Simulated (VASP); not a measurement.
Input for VASP

File POSCAR:
```
SbN
1
    4.0178494600     0.0000000000     0.0000000000
   -2.0089247300     3.4795603120     0.0000000000
    0.0000000000     0.0000000000     5.0101880411
Sb N
2 2
Direct
  0.3333330000   0.6666670000   0.2500000000
  0.6666670000   0.3333330000   0.7500000000
  0.3333330000   0.6666670000   0.7500000000
  0.6666670000   0.3333330000   0.2500000000
```

INCAR:
```
SYSTEM = SbN
PREC = Accurate; ENCUT = 600; LREAL = .FALSE.
LASPH = .TRUE.
EDIFF = 1E-7; NELM = 100; ALGO = Normal
LMAXMIX = 4
ISMEAR = 0; SIGMA = 0.05
GGA = PS
ISIF = 2
LWAVE = .FALSE.; LCHARG = .FALSE.
```

KPOINTS:
```
Automatic mesh
0
Gamma
6 6 4
0 0 0
```

POTCAR, in this order: Sb N (PBE.64 set). Program: vasp_std.

Question: Write an equivalent input for Quantum ESPRESSO's pw.x.

Answer: One equivalent input (not run):
```
&CONTROL
  calculation = 'scf'
  pseudo_dir = './pseudo'
  outdir = './out'
  tprnfor = .true.
  tstress = .true.
/
&SYSTEM
  ibrav = 0
  nat = 4
  ntyp = 2
  ecutwfc = 84
  occupations = 'smearing'
  smearing = 'gaussian'
  degauss = 0.003675
  input_dft = 'pbesol'
/
&ELECTRONS
  conv_thr = 7.3e-09
  electron_maxstep = 100
/
ATOMIC_SPECIES
  Sb 121.760 Sb.upf
  N 14.007 N.upf
CELL_PARAMETERS angstrom
     4.0178495    0.0000000    0.0000000
    -2.0089247    3.4795603    0.0000000
     0.0000000    0.0000000    5.0101880
ATOMIC_POSITIONS crystal
  Sb   0.3333330  0.6666670  0.2500000
  Sb   0.6666670  0.3333330  0.7500000
  N    0.3333330  0.6666670  0.7500000
  N    0.6666670  0.3333330  0.2500000
K_POINTS automatic
  6 6 4 0 0 0
```
The two are equivalent in intent, not identical: the potentials are each code's own (VASP's PAW set, PseudoDojo norm-conserving files in pw.x), so ENCUT and ecutwfc are chosen apart and not converted; conv_thr bounds pw.x's estimated SCF error, while EDIFF bounds the energy change between steps.

The structure was generated: SbN was put into the h-BN type (P6_3/mmc), which need not be its known phase. It was relaxed first, which changed the volume by -31 %.
